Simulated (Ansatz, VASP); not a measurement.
# WC (Qusongite) in two plane-wave programs, part 2 of 2

One calculation is typed for both programs; each brings its own data sets. How far apart do they land? The cell is taken from a series of runs on this material, whose earlier steps may have relaxed, scaled, displaced or heated it; both programs get it as it stands.

VASP 6.6.1 and Ansatz 0.2.0.

So far: Set-up; Ansatz: relaxation of cell and atoms, PBEsol; VASP: relaxation of cell and atoms, PBEsol; Side by side.

## 5. VASP: zone-centre phonons, PBEsol

Level of this step: PBEsol; plane waves and PAW (W, C) (VASP).

Second derivatives magnify differences that forces hide, and they need a tight electronic threshold.

File INCAR:

```
SYSTEM = WC
PREC = Accurate
ENCUT = 600
EDIFF = 1E-08
NELM = 120
ISMEAR = 1
SIGMA = 0.2
LREAL = .FALSE.
ALGO = Normal
GGA = PS
NBANDS = 11
LASPH = .TRUE.
LORBIT = 11
LWAVE = .FALSE.
LCHARG = .FALSE.
ISIF = 2
IBRION = 8
GGA_COMPAT = .FALSE.
KPAR = 2
```

File POSCAR:

```
WC
1.0
    2.8984101980      0.0000000000      0.0000000000
   -1.4492050990      2.5100968621      0.0000000000
    0.0000000000      0.0000000000      2.8277797076
W C
1 1
Direct
    0.0000000000      0.0000000000      0.0000000000
    0.6666666667      0.3333333333      0.5000000000
```

File KPOINTS:

```
Automatic mesh
0
Gamma
18 18 16
0 0 0
```

The projector-augmented-wave data sets are W and C (PBE family, release 64).

Run with:

```
$ mpirun -np 2 vasp_std
```

Numbers of over 12 decimals in the logs are rounded to 6 here.

Log:

```text
[banner, memory and clock lines left out]
running    2 mpi-ranks, on    1 nodes
[...]
[... a notice as in an earlier step ...]

 LDA part: xc-table for (Slater+PW92), standard interpolation
 POSCAR, INCAR and KPOINTS ok, starting setup
[...]
entering main loop
       N       E                     dE             d eps       ncg     rms          rms(c)
DAV:   1     0.273343099919E+02    0.27334E+02   -0.54137E+03  7326   0.925E+02
DAV:   2    -0.247618406606E+02   -0.52096E+02   -0.49676E+02  8416   0.213E+02
DAV:   3    -0.269424511294E+02   -0.21806E+01   -0.21540E+01  9252   0.365E+01
DAV:   4    -0.269569728198E+02   -0.14522E-01   -0.14516E-01  7955   0.341E+00
[...]
DAV:  14    -0.239819614752E+02    0.14277E-07   -0.11397E-08  4818   0.909E-04    0.125E-03
DAV:  15    -0.239819614885E+02   -0.13315E-07   -0.29440E-09  3876   0.459E-04    0.279E-04
DAV:  16    -0.239819614880E+02    0.53205E-09   -0.21902E-10  3804   0.138E-04
   1 F= -.23981961E+02 E0= -.23981870E+02  d E =-.275251E-03
[...]
RMM:   9    -0.116625847863E+00    0.13497E-06    0.74012E-09 55975   0.190E-05    0.299E-06
RMM:  10    -0.116625837067E+00    0.10796E-07   -0.12089E-09 50793   0.381E-06    0.924E-07
RMM:  11    -0.116625833037E+00    0.40300E-08   -0.15280E-09 39248   0.238E-06    0.281E-07
 first order change of Fermi-energy   0.47923E-05
 force on displaced ion       2 direction 1 : -16.131   0.002   0.000
 Linear response progress:
  Degree of freedom:   4/  4
       N       E                     dE             d eps       ncg     rms          rms(c)
RMM:   1    -0.121264375274E+00   -0.12126E+00    0.62670E-02 26831   0.214E+00
RMM:   2    -0.120300525567E+00    0.96385E-03   -0.23112E-03 17910   0.461E-01    0.187E-01
RMM:   3    -0.120449650222E+00   -0.14912E-03   -0.76296E-04 16966   0.180E-01    0.911E-02
RMM:   4    -0.121331525508E+00   -0.88188E-03   -0.55260E-04 17427   0.139E-01    0.216E-02
[...]
RMM:   9    -0.121348813242E+00    0.13243E-06    0.61002E-10 19172   0.415E-05    0.146E-05
RMM:  10    -0.121348733794E+00    0.79448E-07    0.17016E-10 19371   0.187E-05    0.929E-07
RMM:  11    -0.121348732099E+00    0.16949E-08   -0.81181E-10 17561   0.325E-06    0.338E-07
 first order change of Fermi-energy   0.26179E-03
 force on displaced ion       2 direction 3 :   0.000   0.000 -14.904
 Linear response finished
```

OUTCAR, selected parts (step 5):

```text
  Total       -0.0746215     -0.0746215     -0.0180984      0.0000000      0.0000000      0.0000000
  in kB       -5.8113679     -5.8113679     -1.4094664      0.0000000      0.0000000      0.0000000
  external PRESSURE =      -4.3440674 kB  Pullay stress =       0.0000000 kB

 POSITION                                       TOTAL-FORCE (eV/Angst)
 -----------------------------------------------------------------------------------
      0.00000      0.00000      0.00000         0.000000     -0.000000      0.000000
      1.44921      0.83670      1.41389        -0.000000      0.000000      0.000000
 -----------------------------------------------------------------------------------
    total drift:                               -0.000000      0.000000      0.000000

[... 1 part as in an earlier step ...]

[... 1 further part left out ...]
```

## 6. Ansatz: zone-centre phonons, PBEsol

The same cell, functional, mesh and smearing now go to Ansatz, which takes its cutoff from its data sets.

The cell is taken from a series of runs on this material, whose earlier steps may have relaxed, scaled, displaced or heated it; both programs get it as it stands.

File input.yaml:

```yaml
crystal:
  lattice:
    - [2.898410198, 0.0, 0.0]
    - [-1.449205099, 2.5100968621, 0.0]
    - [0.0, 0.0, 2.8277797076]
  atoms:
    - { symbol: W, position: [0.0, 0.0, 0.0] }
    - { symbol: C, position: [0.6666666667, 0.3333333333, 0.5] }
kpoints:
  mp_grid: { grid: [18, 18, 16] }
hamiltonian:
  xc: pbesol
scf:
  occupations: { method: methfessel_paxton, width: 0.2 }
output:
  eigenvalues: true
phonons:
  method: dfpt
```

Run with:

```
$ ansatz run input.yaml --threads 4 --pin off --max-ram 16384MiB --backend cpu --events-out ev --progress --plain --runs-dir out
```

Log:

```text
zone centre: on kpoints.mp_grid the ground state, and the responses unless they are solved on pairs of k-points, stand on 819 of the mesh's 5184 k-points, reduced under 4 symmetry operations, with k and −k counted as one. Each operation leaves every solved displacement unchanged or reverses it
[...]
Crystal: 2 atoms, lattice volume = 20.573 Å³
[...]
k mesh reduced under 4 symmetry operations, with k and −k counted as one. Each operation leaves every solved displacement unchanged or reverses it
  ASR residual: 1.229e-4 → 0.000e0 eV/Å²; symmetrization residual: 2.290e-6 eV/Å²
  ASR residual per site (eV/Å²): 1.23e-4 1.17e-4
  Γ frequencies (cm⁻¹): 0.00 0.00 0.00 592.11 616.40 616.40
  non-analytic LO–TO correction: not included (Born effective charges unavailable; polar crystals: no LO–TO splitting at Γ)
[key lines of the parts left out:]
SCF converged after 7 iterations
Free energy (F): -10503.729494 eV
Fermi energy:    20.640585 eV
```

## 7. Side by side

What differs besides the data sets and the points named for the pairs above, as far as they apply: the data sets hold 18 valence electrons in Ansatz (on its default PAW (the set named soft_2) files) and 10 in VASP. Total energies have different zeros and are not compared.

Both answers:

```
                  quantity  Ansatz   VASP  difference
     optical mode 1 (cm⁻¹)   592.1  599.6     -1.24 %
optical mode 2 to 3 (cm⁻¹)   616.4  623.7     -1.18 %
```

Modes are paired by rising frequency, not by their patterns, so a pair may set unlike modes beside each other; they are those without the splitting of longitudinal modes.

## 8. Summary of results

```yaml
difference_in_volume_relaxation_of_cell_and_atoms_pbesol: 0.11 %
r_m_s_difference_of_the_optical_zone_centre_modes_each_program_s_sorted_by_frequency_zone_centre_phonons_pbesol: 7.4 cm⁻¹
difference_in_optical_mode_1_zone_centre_phonons_pbesol: -1.2 %
```

In words: The difference in volume is 0.11 % (relaxation of cell and atoms, PBEsol), within the 1.2 % picked in this series as the mark of a large difference, as far as the stopping tolerances let one tell. The data sets hold unlike numbers of valence electrons (18 in Ansatz and 10 in VASP), so part of the differences comes from the potentials. Among the rows given in per cent, the largest difference of the zone-centre phonons, PBEsol pair is in optical mode 1, -1.2 %. Such differences can come from data sets, numerical settings and the points named under the comparisons, not from the functional's error against experiment.

[Lines on the potential files, build, host, timing and source positions are cut from VASP's logs without a mark.]

[Logs are printed without paths, hosts, clocks, repeated set-up lines and the standing remarks that a program may print on its own settings, such as how far it seeks lower states.]

[Hosts, paths, dates, database ids (printed as entryN), source tags and the programs' standing remarks are cut or masked in the printed files.]
